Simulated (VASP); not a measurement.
Data:

```
CELL_PARAMETERS angstrom
      2.88000     0.00000     0.00000
      0.00000     2.88000     0.00000
      0.00000     0.00000     2.88000
ATOMIC_POSITIONS crystal
  Ga 0.50000 0.50000 0.50000
  Co 0.00000 0.00000 0.00000
```

The numbers are results of PBE GGA, VASP's PBE PAW potentials (set 64) (plane waves; VASP 6.6.1), not measurements. Settings: 300 eV cut-off, 8×8×8 Γ-centred mesh, Fermi-Dirac smearing of 0.10 eV, potentials Ga_d Co.

Question: Give the energies of bands 6 to 14 at the high-symmetry points, in eV from the Fermi level.

Answer: 
```tsv
band	Γ	X	M	R
6	-12.06	-7.95	-6.01	-4.07
7	-2.52	-6.85	-3.12	-4.07
8	-2.52	-2.29	-3.12	-4.07
9	-0.72	-1.73	-2.44	-0.19
10	-0.72	-1.73	-1.20	-0.19
11	-0.72	-0.71	-1.20	0.65
12	5.20	0.13	-0.22	3.85
13	5.20	10.63	2.26	3.85
14	5.20	10.63	3.17	3.85
```

It has no gap at this level: it comes out as a metal or semimetal.

The structure is a typed CoGa crystal (Pm-3m). The cell was not relaxed at this level. The run is not spin-polarised, so no magnetic state was tried.
